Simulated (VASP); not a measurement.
Method: vdW-DF2, VASP's PBE PAW potentials (set 64) (plane waves; VASP). For the first row: Run with 520 eV cut-off, 9×9×9 Γ-centred mesh, first-order Methfessel-Paxton smearing of 0.10 eV, potentials Fe Ni.

| system | energy (eV/atom) |
|---|---|
| Ni3Fe (L1_2) | -2.8852 |
| Fe (bcc) | -4.9197 |
| Ni (fcc) | -2.1151 |

The references are the elements' solids at the same level; no temperature or zero-point terms are added.

Question: What is the formation energy per atom of Ni₃Fe?

Answer: The references average (1×(-4.9197) + 3×(-2.1151))/4 = -2.8163 eV, so the formation energy is -2.8852 − (-2.8163) = -0.069 eV/atom.
